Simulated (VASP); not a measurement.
Given:

```yaml
crystal:
  lattice:
    - [3.24802, 0.00000, 0.00000]
    - [0.00000, 3.24802, 0.00000]
    - [0.00000, 0.00000, 3.24802]
  atoms:
    - { symbol: In, position: [0.50000, 0.50000, 0.50000] }
    - { symbol: Pd, position: [0.00000, 0.00000, 0.00000] }
```

The numbers are results of PBEsol GGA, VASP's PBE PAW potentials (set 64) (plane waves; VASP), not measurements. Settings: 400 eV cut-off, 13×13×13 Γ-centred mesh, tetrahedra with Blöchl corrections, potentials In_d Pd.

Unless said otherwise, spin-orbit coupling is left out, though it shifts the bands of the heavy elements here.

Problem. Estimate the energy per atom (σ→0), band gap (on the k-mesh) with the smallest direct gap where there is one.

Solution. 
```yaml
band gap (on the k-mesh): none (metal, semimetal or under 0.01 eV)
energy per atom (σ→0): -482.5 kJ/mol of atoms
```

Only differences to runs with the same potentials and settings are physical.

The compound is PdIn in the CsCl type structure. It was relaxed first. The electron count is odd and the run is not spin-polarised, which forces a metal.
